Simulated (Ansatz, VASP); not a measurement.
# B2Ru: VASP beside Ansatz

Aim: how closely do two programs agree when they are given the same cell, functional and k mesh? The cell is taken from a series of runs on this material, whose earlier steps may have relaxed, scaled, displaced or heated it; both programs get it as it stands.

Main program and level: Ansatz 0.2.0; plane waves, with VASP 6.6.1 beside it; zone-centre phonons at LDA.

## (1) Starting point

Symmetry: Pmmn, No. 59, orthorhombic system. The conventional cell has a = 2.833 Å, b = 4.597 Å, c = 3.999 Å, α = 90.00°, β = 90.00°, γ = 90.00°. Nearest to B lie 3 B at 1.80 to 1.86 Å and 4 Ru at 2.14 to 2.24 Å. Nearest to Ru lie 8 B at 2.14 to 2.24 Å. Farther neighbours are not listed.

Structure file:

```
B Ru
1.0
     2.83283    0.00000    0.00000
     0.00000    4.59685    0.00000
     0.00000    0.00000    3.99894
B Ru
4 2
Direct
  0.00000 0.80385 0.36288
  0.00000 0.19615 0.36288
  0.50000 0.30385 0.63712
  0.50000 0.69615 0.63712
  0.00000 0.00000 0.84890
  0.50000 0.50000 0.15110
```

## (2) VASP: zone-centre phonons, LDA

Second derivatives magnify differences that forces hide, and they need a tight electronic threshold.

Lines of VASP's logs that name or quote its potential files are left out, and so is its time.

Contents of INCAR:

```
SYSTEM = B2Ru
PREC = Accurate
ENCUT = 500
EDIFF = 1E-08
NELM = 120
ISMEAR = 1
SIGMA = 0.2
LREAL = .FALSE.
ALGO = Normal
GGA = CA
NBANDS = 26
LASPH = .TRUE.
LORBIT = 11
LWAVE = .FALSE.
LCHARG = .FALSE.
ISIF = 2
IBRION = 8
GGA_COMPAT = .FALSE.
KPAR = 2
```

Contents of POSCAR:

```
B2Ru
1.0
    2.8328280639      0.0000000000      0.0000000000
    0.0000000000      4.5968515850      0.0000000000
    0.0000000000      0.0000000000      3.9989370212
B Ru
4 2
Direct
    0.0000000000      0.8038488575      0.3628778228
    0.0000000000      0.1961511425      0.3628778228
    0.5000000000      0.3038488575      0.6371221772
    0.5000000000      0.6961511425      0.6371221772
    0.0000000000      0.0000000000      0.8488984985
    0.5000000000      0.5000000000      0.1511015015
```

Contents of KPOINTS:

```
Automatic mesh
0
Gamma
12 8 12
0 0 0
```

The projector-augmented-wave data sets are B and Ru_pv (LDA family, release 64).

Command:

```console
mpirun -np 2 vasp_std
```

Numbers of over 12 decimals in the logs are rounded to 6 here.

The log of the run:

```text
[banner, memory and clock lines left out]
running    2 mpi-ranks, on    1 nodes
 distrk:  each k-point on    1 cores,    2 groups
 distr:  one band on    1 cores,    1 groups

 POSCAR found type information on POSCAR B Ru
 POSCAR found :  2 types and       6 ions
 LDA part: xc-table for (Slater(with rela. corr.)+CA(PZ))
 , standard interpolation
 POSCAR, INCAR and KPOINTS ok, starting setup
 FFT: planning ... GRIDC
 FFT: planning ... GRID_SOFT
 FFT: planning ... GRID
 WAVECAR not read
 entering main loop
       N       E                     dE             d eps       ncg     rms          rms(c)
DAV:   1     0.336464599778E+03    0.33646E+03   -0.21848E+04 12748   0.154E+03
DAV:   2    -0.439600077688E+02   -0.38042E+03   -0.37260E+03 13356   0.443E+02
DAV:   3    -0.595397952252E+02   -0.15580E+02   -0.15334E+02 15706   0.840E+01
DAV:   4    -0.597482110495E+02   -0.20842E+00   -0.20794E+00 15108   0.927E+00
DAV:   5    -0.597512387297E+02   -0.30277E-02   -0.30267E-02 15882   0.112E+00    0.390E+01
DAV:   6    -0.548420101202E+02    0.49092E+01   -0.51884E+01 14024   0.549E+01    0.916E+00
DAV:   7    -0.532096132878E+02    0.16324E+01   -0.14064E+01 13692   0.295E+01    0.736E+00
DAV:   8    -0.530969698672E+02    0.11264E+00   -0.44621E-01 14516   0.490E+00    0.196E+00
DAV:   9    -0.530905630384E+02    0.64068E-02   -0.34029E-02 14676   0.113E+00    0.232E-01
DAV:  10    -0.530899568569E+02    0.60618E-03   -0.34630E-03 14728   0.437E-01    0.837E-02
DAV:  11    -0.530899406976E+02    0.16159E-04   -0.30805E-04 14258   0.140E-01    0.260E-02
DAV:  12    -0.530899407475E+02   -0.49921E-07   -0.26322E-05 15190   0.417E-02    0.137E-02
DAV:  13    -0.530899393632E+02    0.13843E-05   -0.51577E-06 14666   0.171E-02    0.161E-03
DAV:  14    -0.530899393910E+02   -0.27814E-07   -0.26269E-07 15134   0.333E-03    0.120E-03
DAV:  15    -0.530899393869E+02    0.41164E-08   -0.66690E-08 13706   0.195E-03
   1 F= -.53089939E+02 E0= -.53090446E+02  d E =0.151867E-02
 Linear response reoptimize wavefunctions to high precision
DAV:   1    -0.530899393858E+02    0.10405E-08   -0.65707E-09  9510   0.659E-04
DAV:   2    -0.530899393859E+02   -0.43656E-10   -0.58773E-10  6934   0.135E-04
 Linear response DOF=           6
 Linear response progress:
  Degree of freedom:   1/  6
       N       E                     dE             d eps       ncg     rms          rms(c)
RMM:   1    -0.417861733354E-01   -0.41786E-01    0.17058E-02 69835   0.115E+00
RMM:   2    -0.395298669212E-01    0.22563E-02   -0.20556E-03 46094   0.233E-01    0.154E-01
RMM:   3    -0.394856177002E-01    0.44249E-04   -0.54544E-04 45766   0.105E-01    0.765E-02
RMM:   4    -0.398801964280E-01   -0.39458E-03   -0.42556E-04 46200   0.879E-02    0.988E-03
RMM:   5    -0.398646508886E-01    0.15546E-04   -0.11838E-05 47763   0.200E-02    0.323E-03
RMM:   6    -0.398663167011E-01   -0.16658E-05   -0.27313E-06 50567   0.544E-03    0.243E-03
RMM:   7    -0.398653833749E-01    0.93333E-06    0.64157E-07 48440   0.215E-03    0.138E-03
RMM:   8    -0.398599939040E-01    0.53895E-05    0.37333E-08 48944   0.110E-03    0.261E-04
RMM:   9    -0.398617224261E-01   -0.17285E-05   -0.59385E-08 53025   0.444E-04    0.193E-04
RMM:  10    -0.398617912570E-01   -0.68831E-07    0.50579E-08 55054   0.141E-04    0.124E-04
RMM:  11    -0.398616251782E-01    0.16608E-06    0.27324E-08 53608   0.681E-05    0.177E-05
RMM:  12    -0.398615619625E-01    0.63216E-07    0.18090E-08 52637   0.376E-05    0.196E-05
RMM:  13    -0.398615729927E-01   -0.11030E-07    0.17354E-08 60136   0.215E-05    0.412E-06
RMM:  14    -0.398615683315E-01    0.46612E-08    0.25932E-08 53644   0.154E-05    0.228E-06
 first order change of Fermi-energy  -0.47904E-04
 force on displaced ion       1 direction 1 : -12.624  -0.001  -0.003
 Linear response progress:
  Degree of freedom:   2/  6
       N       E                     dE             d eps       ncg     rms          rms(c)
RMM:   1    -0.510563016956E-01   -0.51056E-01    0.50625E-02 46592   0.144E+00
RMM:   2    -0.470131701420E-01    0.40431E-02   -0.37638E-03 27882   0.332E-01    0.252E-01
RMM:   3    -0.468119342624E-01    0.20124E-03   -0.24175E-03 27098   0.184E-01    0.145E-01
RMM:   4    -0.468154430618E-01   -0.35088E-05    0.19977E-04 26968   0.127E-01    0.643E-02
RMM:   5    -0.470039376291E-01   -0.18849E-03   -0.23799E-04 27080   0.717E-02    0.390E-02
RMM:   6    -0.470463174116E-01   -0.42380E-04   -0.89883E-05 27245   0.326E-02    0.133E-02
RMM:   7    -0.470626629430E-01   -0.16346E-04   -0.82417E-06 29070   0.116E-02    0.456E-03
RMM:   8    -0.470632170007E-01   -0.55406E-06   -0.11061E-05 31501   0.395E-03    0.173E-03
RMM:   9    -0.470598520478E-01    0.33650E-05   -0.32300E-06 30134   0.115E-03    0.577E-04
RMM:  10    -0.470582253597E-01    0.16267E-05    0.25489E-06 30007   0.508E-04    0.198E-04
RMM:  11    -0.470582761731E-01   -0.50813E-07   -0.67090E-07 32838   0.211E-04    0.710E-05
RMM:  12    -0.470583451905E-01   -0.69017E-07   -0.21292E-07 30231   0.101E-04    0.314E-05
RMM:  13    -0.470583750416E-01   -0.29851E-07   -0.33025E-07 33617   0.445E-05    0.543E-06
RMM:  14    -0.470583496182E-01    0.25423E-07    0.45117E-08 32757   0.248E-05    0.496E-06
RMM:  15    -0.470583577848E-01   -0.81666E-08   -0.16513E-08 35426   0.176E-05    0.120E-06
 first order change of Fermi-energy  -0.46363E+00
[...]
RMM:  12    -0.466170019458E-01    0.11957E-06    0.26735E-07 31686   0.109E-04    0.308E-05
RMM:  13    -0.466170734228E-01   -0.71477E-07   -0.14289E-07 34898   0.490E-05    0.586E-06
RMM:  14    -0.466170819255E-01   -0.85027E-08   -0.69781E-08 33355   0.256E-05    0.512E-06
 first order change of Fermi-energy  -0.10107E+00
 force on displaced ion       1 direction 3 :   0.000  -2.781 -16.829
 Linear response progress:
  Degree of freedom:   4/  6
       N       E                     dE             d eps       ncg     rms          rms(c)
RMM:   1    -0.516973042838E+00   -0.51697E+00    0.40273E+00 19815   0.509E+01
RMM:   2    -0.626140827758E+00   -0.10917E+00   -0.15946E-01 28621   0.271E+00    0.209E-01
RMM:   3    -0.625901783789E+00    0.23904E-03   -0.31719E-03 32297   0.320E-01    0.111E-01
RMM:   4    -0.625013350197E+00    0.88843E-03   -0.46612E-04 35090   0.166E-01    0.339E-02
RMM:   5    -0.624969431968E+00    0.43918E-04   -0.34101E-05 36239   0.433E-02    0.214E-02
RMM:   6    -0.624958509412E+00    0.10923E-04   -0.80451E-06 32217   0.227E-02    0.114E-02
RMM:   7    -0.624958959378E+00   -0.44997E-06   -0.84831E-07 34675   0.985E-03    0.402E-03
RMM:   8    -0.624963932521E+00   -0.49731E-05    0.21081E-06 37464   0.367E-03    0.217E-03
RMM:   9    -0.624967330400E+00   -0.33979E-05    0.67602E-07 36524   0.171E-03    0.589E-04
RMM:  10    -0.624967839072E+00   -0.50867E-06    0.10636E-06 39845   0.732E-04    0.323E-04
RMM:  11    -0.624968349075E+00   -0.51000E-06    0.99520E-07 36772   0.362E-04    0.503E-05
RMM:  12    -0.624968176057E+00    0.17302E-06    0.65524E-07 38865   0.205E-04    0.173E-05
RMM:  13    -0.624968107969E+00    0.68088E-07    0.94260E-07 42097   0.129E-04    0.639E-06
RMM:  14    -0.624968139223E+00   -0.31254E-07    0.96155E-07 39866   0.914E-05    0.367E-06
[...]
RMM:  19    -0.624968181868E+00    0.18492E-08    0.78135E-07 24524   0.499E-05    0.211E-06
RMM:  20    -0.624968190954E+00   -0.90855E-08    0.85392E-07 25881   0.488E-05    0.727E-07
RMM:  21    -0.624968195111E+00   -0.41572E-08    0.85516E-07 27353   0.481E-05    0.466E-07
RMM:  22    -0.624968197914E+00   -0.28033E-08    0.83315E-07 22935   0.475E-05    0.208E-07
RMM:  23    -0.624968197394E+00    0.52015E-09    0.85751E-07 20929   0.472E-05    0.177E-07
RMM:  24    -0.624968198998E+00   -0.16038E-08    0.80554E-07 20144   0.470E-05    0.151E-07
RMM:  25    -0.624968198560E+00    0.43807E-09    0.85349E-07 20004   0.469E-05    0.111E-07
RMM:  26    -0.624968198619E+00   -0.59477E-10    0.83879E-07 19090   0.468E-05    0.611E-08
 first order change of Fermi-energy   0.11595E-02
 force on displaced ion       5 direction 1 : -10.612   0.000  -0.019
 Linear response progress:
  Degree of freedom:   5/  6
       N       E                     dE             d eps       ncg     rms          rms(c)
RMM:   1    -0.584707051652E+00   -0.58471E+00    0.42677E+00 18676   0.512E+01
RMM:   2    -0.698890321801E+00   -0.11418E+00   -0.16873E-01 27091   0.280E+00    0.207E-01
RMM:   3    -0.698448444861E+00    0.44188E-03   -0.17568E-03 30567   0.322E-01    0.104E-01
RMM:   4    -0.697925602944E+00    0.52284E-03   -0.36739E-04 33403   0.140E-01    0.417E-02
RMM:   5    -0.697697492105E+00    0.22811E-03    0.10014E-04 36195   0.437E-02    0.183E-02
RMM:   6    -0.697656711548E+00    0.40781E-04    0.42529E-06 33606   0.129E-02    0.510E-03
RMM:   7    -0.697659524467E+00   -0.28129E-05   -0.10317E-05 33054   0.584E-03    0.320E-03
RMM:   8    -0.697660195424E+00   -0.67096E-06   -0.31142E-06 32171   0.319E-03    0.191E-03
RMM:   9    -0.697664387578E+00   -0.41922E-05   -0.41282E-06 35421   0.140E-03    0.597E-04
RMM:  10    -0.697663777193E+00    0.61038E-06   -0.25362E-06 35347   0.745E-04    0.363E-04
RMM:  11    -0.697664157677E+00   -0.38048E-06   -0.31345E-06 40027   0.381E-04    0.258E-04
RMM:  12    -0.697664544399E+00   -0.38672E-06   -0.62406E-07 35575   0.222E-04    0.878E-05
RMM:  13    -0.697664529901E+00    0.14498E-07   -0.48214E-07 36689   0.156E-04    0.657E-05
RMM:  14    -0.697664600298E+00   -0.70396E-07   -0.17455E-07 34557   0.117E-04    0.833E-06
RMM:  15    -0.697664589000E+00    0.11297E-07   -0.20854E-07 37402   0.885E-05    0.407E-06
RMM:  16    -0.697664592765E+00   -0.37648E-08   -0.88845E-08 35444   0.745E-05    0.334E-06
 first order change of Fermi-energy   0.31171E-04
 force on displaced ion       5 direction 2 :   0.000 -18.478  -0.013
 Linear response progress:
  Degree of freedom:   6/  6
       N       E                     dE             d eps       ncg     rms          rms(c)
RMM:   1    -0.592005436641E+00   -0.59201E+00    0.27178E+00 12935   0.509E+01
RMM:   2    -0.704977127173E+00   -0.11297E+00   -0.16228E-01 18982   0.277E+00    0.272E-01
RMM:   3    -0.705397158693E+00   -0.42003E-03   -0.36523E-03 21099   0.330E-01    0.158E-01
RMM:   4    -0.704932395228E+00    0.46476E-03   -0.89257E-04 20229   0.196E-01    0.131E-01
RMM:   5    -0.704475621002E+00    0.45677E-03   -0.29810E-04 20512   0.120E-01    0.509E-02
RMM:   6    -0.704350376980E+00    0.12524E-03   -0.49887E-05 22125   0.527E-02    0.155E-02
RMM:   7    -0.704305996772E+00    0.44380E-04   -0.14289E-05 24593   0.184E-02    0.713E-03
RMM:   8    -0.704294309571E+00    0.11687E-04    0.35429E-07 23007   0.654E-03    0.231E-03
RMM:   9    -0.704298483304E+00   -0.41737E-05   -0.91769E-07 24841   0.278E-03    0.111E-03
RMM:  10    -0.704302142790E+00   -0.36595E-05    0.36335E-07 25116   0.130E-03    0.216E-04
RMM:  11    -0.704302531185E+00   -0.38840E-06   -0.21603E-07 25912   0.655E-04    0.135E-04
RMM:  12    -0.704302754013E+00   -0.22283E-06   -0.10449E-07 24447   0.399E-04    0.564E-05
RMM:  13    -0.704302870948E+00   -0.11693E-06   -0.22671E-07 26241   0.260E-04    0.345E-05
RMM:  14    -0.704302714414E+00    0.15653E-06    0.23487E-07 23765   0.180E-04    0.355E-05
RMM:  15    -0.704302761218E+00   -0.46804E-07    0.71134E-08 28108   0.133E-04    0.327E-05
RMM:  16    -0.704302708259E+00    0.52958E-07    0.11991E-07 23493   0.107E-04    0.607E-05
RMM:  17    -0.704302864623E+00   -0.15636E-06    0.78106E-08 22874   0.993E-05    0.436E-06
RMM:  18    -0.704302849701E+00    0.14922E-07    0.68803E-08 23832   0.794E-05    0.147E-05
RMM:  19    -0.704302853900E+00   -0.41994E-08    0.68270E-08 23376   0.712E-05    0.147E-05
 first order change of Fermi-energy   0.96805E+00
 force on displaced ion       5 direction 3 :   0.000   0.000 -29.695
 Linear response finished
```

[end of part 1 of 2]

[Lines on the potential files, build, host, timing and source positions are cut from VASP's logs without a mark.]

[Logs are printed without paths, hosts, clocks, repeated set-up lines and the standing remarks that a program may print on its own settings, such as how far it seeks lower states.]

[Hosts, paths, dates, database ids (printed as entryN), source tags and the programs' standing remarks are cut or masked in the printed files.]
